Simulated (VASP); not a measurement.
Crystal: Mg6CuNi.

```
Cu Ni Mg
1.0
     4.72475    0.00000    0.00000
     0.00000    3.06830    5.11921
     0.00000   -3.06830    5.11921
Cu Ni Mg
1 1 6
Cartesian
  2.3624 0.0000 8.5270
  2.3624 0.0000 3.4089
  0.0000 0.0000 1.7828
  0.0000 0.0000 6.8786
  0.0000 -1.5095 4.1927
  0.0000 1.5095 4.1927
  2.3624 -1.5388 5.9856
  2.3624 1.5388 5.9856
```

The cell comes from a database or a generator and needn't be the stable form of this composition.

| Item | Value |
| --- | --- |
| Program | VASP 6.6.1 |
| Task | single point |
| Functional | PBE |
| Potentials or basis | VASP PAW PBE potentials, release 64 (Cu, Ni, Mg) |
| Cutoff | 520 eV |
| k mesh | 6 × 5 × 5 |
| Occupations | fermi-dirac, width 0.05 eV |
| Spin | collinear spin, ferromagnetic start |
| Starting moments | [0.6, 1.0, 0.0, 0.0, 0.0, 0.0, 0.0, 0.0] μB |

On this cell: pressure -0.2 GPa; largest force 0.045 eV/Å; net moment 0.00 μB per cell; band gap on the k mesh none (metal or under the smearing width).

The same run follows on a disturbed copy (atoms moved at random, drawn with an rms of 0.05 Å):

```
Cu Ni Mg
1.0
     4.72475    0.00000    0.00000
     0.00000    3.06830    5.11921
     0.00000   -3.06830    5.11921
Cu Ni Mg
1 1 6
Cartesian
  2.3403 -0.0057 8.5567
  2.3855 0.0010 3.4137
  -0.0171 -0.0306 1.7571
  -0.0427 -0.0248 6.8813
  -0.0653 -1.5170 4.2060
  -0.0386 1.4658 4.2320
  2.4028 -1.4960 5.9840
  2.3161 1.5565 5.9491
```

Question: What changes?

Answer: The energy (extrapolated to zero smearing) moves by +5.5 meV/atom; pressure -0.1 GPa; largest force 0.499 eV/Å; net moment 0.00 μB per cell; band gap on the k mesh none (metal or under the smearing width).

Forces in eV/Å, atoms in the order of the input:
```
Cu  -0.041  0.005 -0.045
Ni  -0.097 -0.002  0.005
Mg   0.062  0.126  0.127
Mg   0.184  0.068  0.134
Mg   0.253 -0.066 -0.126
Mg   0.016  0.058 -0.300
Mg  -0.468 -0.163  0.056
Mg   0.090 -0.026  0.150
```

Stress tensor (GPa, compression positive):
```
-0.71  0.05 -0.17
 0.05  0.77  0.30
-0.17  0.30 -0.38
```
